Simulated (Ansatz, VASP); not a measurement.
**Ga (Gallium) in two plane-wave programs**

Aim: how closely do two programs agree when they are given the same cell, functional and k mesh? The cell is taken from a series of runs on this material, whose earlier steps may have relaxed, scaled, displaced or heated it; both programs get it as it stands.

Calculated with Ansatz 0.2.0; plane waves, with VASP 6.6.1 beside it; zone-centre phonons at PBE.

### Step 1. The starting structure

It takes space group Cmce (No. 64, orthorhombic). Conventional cell: a = 4.651 Å, b = 7.770 Å, c = 4.503 Å, α = 90.00°, β = 90.00°, γ = 90.00°. Nearest to Ga lie 5 Ga at 2.53 to 2.77 Å.

### Step 2. VASP: zone-centre phonons, PBE

Second derivatives magnify differences that forces hide, and they need a tight electronic threshold.

Lines of VASP's logs that name or quote its potential files are left out, and so is its time.

INCAR reads:

```
SYSTEM = Ga
PREC = Accurate
ENCUT = 500
EDIFF = 1E-08
NELM = 120
ISMEAR = 1
SIGMA = 0.2
LREAL = .FALSE.
ALGO = Normal
GGA = PE
NBANDS = 32
LORBIT = 11
LWAVE = .FALSE.
LCHARG = .FALSE.
ISIF = 2
IBRION = 8
LASPH = .TRUE.
GGA_COMPAT = .FALSE.
KPAR = 2
```

POSCAR reads:

```
Ga
1.0
    2.3253116550     -3.8849266069      0.0000000000
    2.3253116550      3.8849266069      0.0000000000
    0.0000000000      0.0000000000      4.5030728942
Ga
4
Direct
    0.8442575387      0.1557424613      0.0824522761
    0.6557424613      0.3442575387      0.5824522761
    0.1557424613      0.8442575387      0.9175477239
    0.3442575387      0.6557424613      0.4175477239
```

KPOINTS reads:

```
Automatic mesh
0
Gamma
4 4 4
0 0 0
```

PAW data sets: Ga_d (PBE family, release 64).

Started as:

```sh
$ mpirun -np 2 vasp_std
```

Numbers of over 12 decimals in the logs are rounded to 6 here.

Log:

```text
[banner, memory and clock lines left out]
running    2 mpi-ranks, on    1 nodes
 distrk:  each k-point on    1 cores,    2 groups
 distr:  one band on    1 cores,    1 groups

 POSCAR found type information on POSCAR Ga
 POSCAR found :  1 types and       4 ions
 LDA part: xc-table for (Slater+PW92), standard interpolation
 POSCAR, INCAR and KPOINTS ok, starting setup
 FFT: planning ... GRIDC
 FFT: planning ... GRID_SOFT
 FFT: planning ... GRID
 WAVECAR not read
 entering main loop
       N       E                     dE             d eps       ncg     rms          rms(c)
DAV:   1     0.349097925290E+03    0.34910E+03   -0.25610E+04  1360   0.294E+03
DAV:   2     0.279894732356E+02   -0.32111E+03   -0.31443E+03  1424   0.548E+02
DAV:   3    -0.107076218152E+02   -0.38697E+02   -0.38362E+02  1512   0.148E+02
DAV:   4    -0.117896788780E+02   -0.10821E+01   -0.10753E+01  1568   0.290E+01
DAV:   5    -0.118126237498E+02   -0.22945E-01   -0.22940E-01  1624   0.425E+00    0.236E+00
DAV:   6    -0.117393109353E+02    0.73313E-01   -0.19780E-01  1648   0.605E+00    0.130E+00
DAV:   7    -0.117258730840E+02    0.13438E-01   -0.59396E-02  1720   0.263E+00    0.306E-01
DAV:   8    -0.117251562402E+02    0.71684E-03   -0.14335E-02  1512   0.135E+00    0.494E-02
DAV:   9    -0.117252949842E+02   -0.13874E-03   -0.93514E-04  1568   0.322E-01    0.242E-02
DAV:  10    -0.117253100080E+02   -0.15024E-04   -0.22942E-04  1592   0.171E-01    0.756E-03
DAV:  11    -0.117253095707E+02    0.43738E-06   -0.49957E-05  1560   0.885E-02    0.453E-03
DAV:  12    -0.117253094313E+02    0.13934E-06   -0.98506E-06  1648   0.362E-02    0.812E-04
DAV:  13    -0.117253094371E+02   -0.57498E-08   -0.10174E-06  1888   0.739E-03    0.466E-04
DAV:  14    -0.117253093704E+02    0.66633E-07   -0.66088E-08  1592   0.245E-03    0.107E-04
DAV:  15    -0.117253093702E+02    0.24011E-09   -0.67884E-09   928   0.678E-04
   1 F= -.11725309E+02 E0= -.11723745E+02  d E =-.469394E-02
 Linear response reoptimize wavefunctions to high precision
DAV:   1    -0.117253093649E+02    0.52751E-08   -0.19786E-09   952   0.435E-04
DAV:   2    -0.117253093650E+02   -0.58208E-10   -0.52904E-10   808   0.206E-04
 Linear response DOF=           3
 Linear response progress:
  Degree of freedom:   1/  3
       N       E                     dE             d eps       ncg     rms          rms(c)
RMM:   1    -0.165503046626E+00   -0.16550E+00    0.80606E-02  3074   0.523E+00
RMM:   2    -0.166083109709E+00   -0.58006E-03   -0.36026E-02  4011   0.116E+00    0.416E-02
RMM:   3    -0.166049691525E+00    0.33418E-04   -0.48503E-03  4129   0.395E-01    0.249E-02
RMM:   4    -0.166095564382E+00   -0.45873E-04   -0.16673E-03  4246   0.156E-01    0.508E-03
RMM:   5    -0.166047012931E+00    0.48551E-04   -0.40870E-04  4276   0.570E-02    0.236E-03
RMM:   6    -0.166029743952E+00    0.17269E-04   -0.12318E-04  4372   0.234E-02    0.947E-04
RMM:   7    -0.166024771573E+00    0.49724E-05   -0.26143E-05  4327   0.963E-03    0.679E-04
RMM:   8    -0.166029619146E+00   -0.48476E-05   -0.17163E-05  4352   0.427E-03    0.133E-04
RMM:   9    -0.166030116931E+00   -0.49779E-06   -0.77201E-06  4314   0.191E-03    0.403E-05
RMM:  10    -0.166030625713E+00   -0.50878E-06   -0.64505E-06  4381   0.899E-04    0.182E-05
RMM:  11    -0.166030427810E+00    0.19790E-06   -0.55344E-07  4307   0.446E-04    0.868E-06
RMM:  12    -0.166030445386E+00   -0.17576E-07   -0.32033E-07  4342   0.239E-04    0.418E-06
RMM:  13    -0.166030514679E+00   -0.69293E-07   -0.38473E-07  4384   0.142E-04    0.119E-06
RMM:  14    -0.166030490196E+00    0.24484E-07    0.50287E-08  4552   0.919E-05    0.745E-07
RMM:  15    -0.166030514779E+00   -0.24583E-07   -0.12596E-07  4341   0.687E-05    0.346E-07
RMM:  16    -0.166030522652E+00   -0.78730E-08   -0.11058E-07  5335   0.566E-05    0.127E-07
RMM:  17    -0.166030529592E+00   -0.69408E-08   -0.16007E-07  5700   0.511E-05    0.107E-07
RMM:  18    -0.166030533962E+00   -0.43691E-08   -0.16299E-07  5817   0.488E-05    0.548E-08
 first order change of Fermi-energy   0.31614E-03
 force on displaced ion       1 direction 1 :  -2.042   0.001  -0.019
 Linear response progress:
  Degree of freedom:   2/  3
       N       E                     dE             d eps       ncg     rms          rms(c)
RMM:   1    -0.167016892820E+00   -0.16702E+00    0.36863E-02  2074   0.529E+00
RMM:   2    -0.166950652872E+00    0.66240E-04   -0.46645E-02  2671   0.123E+00    0.481E-02
RMM:   3    -0.165977192388E+00    0.97346E-03   -0.47936E-03  2771   0.396E-01    0.276E-02
RMM:   4    -0.165903925509E+00    0.73267E-04   -0.14795E-03  2866   0.158E-01    0.652E-03
RMM:   5    -0.165887826551E+00    0.16099E-04   -0.57134E-04  2775   0.639E-02    0.327E-03
RMM:   6    -0.165862453081E+00    0.25373E-04   -0.14768E-04  2901   0.258E-02    0.155E-03
RMM:   7    -0.165865128583E+00   -0.26755E-05   -0.57766E-05  2721   0.112E-02    0.603E-04
RMM:   8    -0.165865878207E+00   -0.74962E-06   -0.20849E-05  2564   0.591E-03    0.194E-04
RMM:   9    -0.165868696294E+00   -0.28181E-05   -0.27687E-06  3056   0.276E-03    0.979E-05
RMM:  10    -0.165866477111E+00    0.22192E-05    0.54491E-06  2506   0.119E-03    0.646E-05
RMM:  11    -0.165867521829E+00   -0.10447E-05    0.40101E-06  3003   0.541E-04    0.178E-05
RMM:  12    -0.165867906800E+00   -0.38497E-06    0.33510E-07  2645   0.253E-04    0.209E-05
RMM:  13    -0.165868153545E+00   -0.24674E-06    0.11328E-06  2830   0.159E-04    0.573E-06
RMM:  14    -0.165868318257E+00   -0.16471E-06    0.69493E-07  2916   0.105E-04    0.218E-06
RMM:  15    -0.165868340778E+00   -0.22521E-07    0.38844E-07  2753   0.775E-05    0.798E-07
RMM:  16    -0.165868368522E+00   -0.27744E-07    0.31268E-07  3224   0.625E-05    0.226E-07
RMM:  17    -0.165868384477E+00   -0.15955E-07    0.17242E-07  3204   0.544E-05    0.126E-07
RMM:  18    -0.165868390180E+00   -0.57029E-08    0.11682E-07  3039   0.508E-05    0.205E-07
RMM:  19    -0.165868401222E+00   -0.11042E-07    0.39993E-08  3090   0.492E-05    0.115E-07
RMM:  20    -0.165868403841E+00   -0.26185E-08    0.31077E-08  3021   0.481E-05    0.713E-08
 first order change of Fermi-energy  -0.71487E-01
 force on displaced ion       1 direction 2 :   0.000  -5.298  -0.785
 Linear response progress:
  Degree of freedom:   3/  3
       N       E                     dE             d eps       ncg     rms          rms(c)
RMM:   1    -0.167161759530E+00   -0.16716E+00    0.63407E-02  2056   0.531E+00
RMM:   2    -0.166562728002E+00    0.59903E-03   -0.36902E-02  2666   0.125E+00    0.435E-02
RMM:   3    -0.166934505113E+00   -0.37178E-03   -0.75348E-03  2737   0.422E-01    0.244E-02
RMM:   4    -0.166673011912E+00    0.26149E-03   -0.15135E-03  2864   0.169E-01    0.741E-03
RMM:   5    -0.166656073055E+00    0.16939E-04   -0.41196E-04  2759   0.663E-02    0.347E-03
RMM:   6    -0.166645461693E+00    0.10611E-04   -0.12623E-04  2830   0.279E-02    0.139E-03
RMM:   7    -0.166639250425E+00    0.62113E-05    0.28322E-05  2866   0.116E-02    0.807E-04
RMM:   8    -0.166648360737E+00   -0.91103E-05    0.23524E-06  2386   0.696E-03    0.189E-04
RMM:   9    -0.166649842624E+00   -0.14819E-05    0.15822E-05  3136   0.290E-03    0.600E-05
RMM:  10    -0.166650848615E+00   -0.10060E-05    0.66106E-06  2527   0.904E-04    0.364E-05
RMM:  11    -0.166651485121E+00   -0.63651E-06    0.74841E-06  2595   0.490E-04    0.241E-05
RMM:  12    -0.166651693741E+00   -0.20862E-06    0.27106E-06  2930   0.257E-04    0.155E-05
RMM:  13    -0.166652020735E+00   -0.32699E-06    0.21775E-06  2610   0.156E-04    0.407E-06
RMM:  14    -0.166652087333E+00   -0.66598E-07    0.15726E-06  3008   0.101E-04    0.197E-06
RMM:  15    -0.166652228290E+00   -0.14096E-06    0.37167E-07  2576   0.760E-05    0.420E-07
RMM:  16    -0.166652244894E+00   -0.16604E-07    0.26558E-07  3519   0.604E-05    0.219E-07
RMM:  17    -0.166652253345E+00   -0.84511E-08    0.18376E-07  3760   0.535E-05    0.332E-07
RMM:  18    -0.166652273512E+00   -0.20166E-07    0.69100E-08  3894   0.507E-05    0.105E-07
RMM:  19    -0.166652275182E+00   -0.16705E-08    0.40008E-08  3751   0.490E-05    0.830E-08
 first order change of Fermi-energy   0.66324E-01
 force on displaced ion       1 direction 3 :   0.000  -0.765  -3.696
 Linear response finished
```

OUTCAR, selected parts (step 2):

```text
ion  position               nearest neighbor table
   1  0.844  0.156  0.082-   3 2.53   2 2.69   2 2.69   4 2.77   4 2.77   3 2.85   3 2.85
   2  0.656  0.344  0.582-   4 2.53   1 2.69   1 2.69   3 2.77   3 2.77   4 2.85   4 2.85
   3  0.156  0.844  0.918-   1 2.53   4 2.69   4 2.69   2 2.77   2 2.77   1 2.85   1 2.85
   4  0.344  0.656  0.418-   2 2.53   3 2.69   3 2.69   1 2.77   1 2.77   2 2.85   2 2.85

  LATTYP: Found a base centered orthorhombic cell.
 ALAT       =     4.6506233100
 B/A-ratio  =     1.6707122241
 C/A-ratio  =     0.9682729806

 Subroutine GETGRP returns: Found  8 space group operations
 (whereof  4 operations were pure point group operations)

The static configuration has the point symmetry C_2h.
 The point group associated with its full space group is D_2h.

 Found     21 irreducible k-points:

   k-points           NKPTS =     21   k-points in BZ     NKDIM =     21   number of bands    NBANDS=     32

   dimension x,y,z NGX =    36 NGY =   36 NGZ =   36
   dimension x,y,z NGXF=    72 NGYF=   72 NGZF=   72

   ENCUT  =  500.0 eV  36.75 Ry    6.06 a.u.   8.25  8.25  8.21*2*pi/ulx,y,z

   NELECT =      52.0000    total number of electrons

 k-points in reciprocal lattice and weights: Automatic mesh
   0.00000000  0.00000000  0.00000000       0.016
   0.25000000  0.00000000  0.00000000       0.062
   0.50000000  0.00000000  0.00000000       0.031
   0.25000000  0.25000000  0.00000000       0.031
   0.50000000  0.25000000  0.00000000       0.062
  -0.25000000  0.25000000  0.00000000       0.031
   0.50000000  0.50000000  0.00000000       0.016
   0.00000000  0.00000000  0.25000000       0.031
   0.25000000  0.00000000  0.25000000       0.125
[...]
-0.25000000  0.25000000  0.50000000       0.031
   0.50000000  0.50000000  0.50000000       0.016

 average (electrostatic) potential at core
       1 -65.7371       2 -65.7371       3 -65.7371       4 -65.7371

  Total       -0.1479308     -0.2489938      0.2376186      0.0000000      0.0000000      0.0000000
  in kB       -2.9131727     -4.9033859      4.6793772      0.0000000      0.0000000      0.0000000
  external PRESSURE =      -1.0457272 kB  Pullay stress =       0.0000000 kB

  energy-cutoff  :      500.00
  volume of cell :       81.36
      direct lattice vectors                 reciprocal lattice vectors
     2.325311655 -3.884926607  0.000000000     0.215024940 -0.128702560  0.000000000
     2.325311655  3.884926607  0.000000000     0.215024940  0.128702560  0.000000000
     0.000000000  0.000000000  4.503072894     0.000000000  0.000000000  0.222070578

 POSITION                                       TOTAL-FORCE (eV/Angst)
 -----------------------------------------------------------------------------------
      2.32531     -2.67483      0.37129         0.000000      0.148085      0.031905
      2.32531     -1.21010      2.62283         0.000000     -0.148085      0.031905
      2.32531      2.67483      4.13178         0.000000     -0.148085     -0.031905
      2.32531      1.21010      1.88025         0.000000      0.148085     -0.031905
 -----------------------------------------------------------------------------------
    total drift:                               -0.000000     -0.000000      0.000000

 Eigenvectors and eigenvalues of the dynamical matrix
 ----------------------------------------------------

   1 f  =    6.314067 THz    39.672450 2PiTHz  210.614588 cm-1    26.112869 meV
             X         Y         Z           dx          dy          dz
      2.325312 -2.674831  0.371289     0.000000   -0.496013   -0.063020
      2.325312 -1.210096  2.622825     0.000000    0.496013   -0.063020
      2.325312  2.674831  4.131784    -0.000000    0.496013    0.063020
      2.325312  1.210096  1.880248    -0.000000   -0.496013    0.063020

   2 f  =    5.585145 THz    35.092503 2PiTHz  186.300392 cm-1    23.098294 meV
             X         Y         Z           dx          dy          dz
      2.325312 -2.674831  0.371289    -0.000000   -0.393659   -0.308274
      2.325312 -1.210096  2.622825    -0.000000   -0.393659    0.308274
      2.325312  2.674831  4.131784     0.000000    0.393659    0.308274
      2.325312  1.210096  1.880248     0.000000    0.393659   -0.308274

   3 f  =    4.827517 THz    30.332184 2PiTHz  161.028637 cm-1    19.964997 meV
             X         Y         Z           dx          dy          dz
      2.325312 -2.674831  0.371289    -0.000000   -0.001656   -0.499997
      2.325312 -1.210096  2.622825    -0.000000   -0.001656    0.499997
      2.325312  2.674831  4.131784     0.000000   -0.001656   -0.499997
      2.325312  1.210096  1.880248     0.000000   -0.001656    0.499997

   4 f  =    4.301671 THz    27.028194 2PiTHz  143.488287 cm-1    17.790272 meV
             X         Y         Z           dx          dy          dz
      2.325312 -2.674831  0.371289     0.500000    0.000000   -0.000000
      2.325312 -1.210096  2.622825     0.500000    0.000000    0.000000
      2.325312  2.674831  4.131784    -0.500000   -0.000000    0.000000
      2.325312  1.210096  1.880248    -0.500000   -0.000000   -0.000000

   5 f  =    4.239464 THz    26.637340 2PiTHz  141.413306 cm-1    17.533007 meV
             X         Y         Z           dx          dy          dz
      2.325312 -2.674831  0.371289     0.000000   -0.308274    0.393659
      2.325312 -1.210096  2.622825     0.000000   -0.308274   -0.393659
      2.325312  2.674831  4.131784    -0.000000    0.308274   -0.393659
      2.325312  1.210096  1.880248    -0.000000    0.308274    0.393659

   6 f  =    3.398003 THz    21.350284 2PiTHz  113.345186 cm-1    14.053006 meV
             X         Y         Z           dx          dy          dz
      2.325312 -2.674831  0.371289     0.500000   -0.000000    0.000000
      2.325312 -1.210096  2.622825    -0.500000    0.000000   -0.000000
      2.325312  2.674831  4.131784     0.500000   -0.000000   -0.000000
      2.325312  1.210096  1.880248    -0.500000    0.000000    0.000000

   7 f  =    2.966557 THz    18.639428 2PiTHz   98.953695 cm-1    12.268689 meV
             X         Y         Z           dx          dy          dz
      2.325312 -2.674831  0.371289    -0.000000   -0.500000   -0.000210
      2.325312 -1.210096  2.622825     0.000000    0.500000   -0.000210
      2.325312  2.674831  4.131784    -0.000000   -0.500000   -0.000210
      2.325312  1.210096  1.880248    -0.000000    0.500000   -0.000210

   8 f  =    2.229416 THz    14.007836 2PiTHz   74.365325 cm-1     9.220121 meV
             X         Y         Z           dx          dy          dz
      2.325312 -2.674831  0.371289     0.000000    0.063020   -0.496013
      2.325312 -1.210096  2.622825    -0.000000   -0.063020   -0.496013
      2.325312  2.674831  4.131784     0.000000   -0.063020    0.496013
      2.325312  1.210096  1.880248     0.000000    0.063020    0.496013

   9 f  =    0.000000 THz     0.000000 2PiTHz    0.000001 cm-1     0.000000 meV
             X         Y         Z           dx          dy          dz
      2.325312 -2.674831  0.371289     0.500000   -0.000000   -0.000000
      2.325312 -1.210096  2.622825     0.500000   -0.000000   -0.000000
      2.325312  2.674831  4.131784     0.500000   -0.000000   -0.000000
      2.325312  1.210096  1.880248     0.500000   -0.000000   -0.000000

  10 f/i=    0.001248 THz     0.007843 2PiTHz    0.041638 cm-1     0.005162 meV
             X         Y         Z           dx          dy          dz
      2.325312 -2.674831  0.371289    -0.000000    0.000210   -0.500000
      2.325312 -1.210096  2.622825    -0.000000   -0.000210   -0.500000
      2.325312  2.674831  4.131784    -0.000000    0.000210   -0.500000
      2.325312  1.210096  1.880248    -0.000000   -0.000210   -0.500000

  11 f/i=    0.015988 THz     0.100453 2PiTHz    0.533289 cm-1     0.066119 meV
             X         Y         Z           dx          dy          dz
      2.325312 -2.674831  0.371289    -0.000000   -0.499997    0.001656
      2.325312 -1.210096  2.622825    -0.000000   -0.499997   -0.001656
      2.325312  2.674831  4.131784    -0.000000   -0.499997    0.001656
      2.325312  1.210096  1.880248    -0.000000   -0.499997   -0.001656

  12 f/i=    1.190071 THz     7.477438 2PiTHz   39.696501 cm-1     4.921737 meV
             X         Y         Z           dx          dy          dz
      2.325312 -2.674831  0.371289     0.500000    0.000000    0.000000
      2.325312 -1.210096  2.622825    -0.500000    0.000000    0.000000
      2.325312  2.674831  4.131784    -0.500000    0.000000    0.000000
      2.325312  1.210096  1.880248     0.500000    0.000000    0.000000

 ELASTIC MODULI CONTR FROM IONIC RELAXATION (kBar)
 Direction    XX          YY          ZZ          XY          YZ          ZX
 --------------------------------------------------------------------------------
 XX         -40.8133    106.3388    -38.3817     -0.0000      0.0000     -0.0000
 YY         106.3388   -277.2991    104.7974      0.0000     -0.0000      0.0000
 ZZ         -38.3817    104.7974   -134.3582      0.0000      0.0000     -0.0000
 XY          -0.0000      0.0000      0.0000      0.0000      0.0000      0.0000
 YZ           0.0000     -0.0000      0.0000      0.0000    -85.6627     -0.0000
 ZX          -0.0000      0.0000     -0.0000      0.0000     -0.0000    -37.1768
 --------------------------------------------------------------------------------
```

[end of part 1 of 2]

[Lines on the potential files, build, host, timing and source positions are cut from VASP's logs without a mark.]

[Logs are printed without paths, hosts, clocks, repeated set-up lines and the standing remarks that a program may print on its own settings, such as how far it seeks lower states.]

[Hosts, paths, dates, database ids (printed as entryN), source tags and the programs' standing remarks are cut or masked in the printed files.]
